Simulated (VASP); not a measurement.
SnSe:

```
Sn Se
1.0
     0.00000    2.98877    2.98877
     2.98877    0.00000    2.98877
     2.98877    2.98877    0.00000
Sn Se
1 1
Direct
  0.00000 0.00000 0.00000
  0.50000 0.50000 0.50000
```

Measurements of this composition are mostly on another form, of space group No. 62.

- Program: VASP 6.6.1
- Task: relaxation of cell and atoms
- Functional: LDA
- Potentials or basis: VASP PAW LDA potentials, release 64 (Sn_d, Se)
- Cutoff: 600 eV
- k mesh: 10 × 10 × 10
- Occupations: gaussian, width 0.02 eV
- Spin: no spin polarisation

At the start: pressure -2.1 GPa; volume 26.70 Å³/atom.

Problem. How do energy, volume and symmetry change on relaxing?

Solution. Over 3 steps the energy falls by 7.0 meV/atom and the volume is 25.69 Å³/atom (-3.8 %); space group Fm-3m (No. 225, to 0.05 Å).

Step by step:
| step | energy change (eV) | largest force (eV/Å) | pressure (GPa) | volume (Å³) |
| --- | --- | --- | --- | --- |
| 1 | 0.0000 | 0.0000 | -2.14 | 53.40 |
| 2 | -0.0121 | 0.0000 | 0.83 | 50.69 |
| 3 | -0.0139 | 0.0000 | -0.01 | 51.38 |

Final structure:
```cif
data_structure
_symmetry_space_group_name_H-M 'P 1'
_symmetry_Int_Tables_number 1
_cell_length_a 4.1728
_cell_length_b 4.1728
_cell_length_c 4.1728
_cell_angle_alpha 60.000
_cell_angle_beta 60.000
_cell_angle_gamma 60.000
_cell_volume 51.38
loop_
_atom_site_label
_atom_site_type_symbol
_atom_site_fract_x
_atom_site_fract_y
_atom_site_fract_z
_atom_site_occupancy
Sn1 Sn 0.00000 0.00000 0.00000 1
Se1 Se 0.50000 0.50000 0.50000 1
```
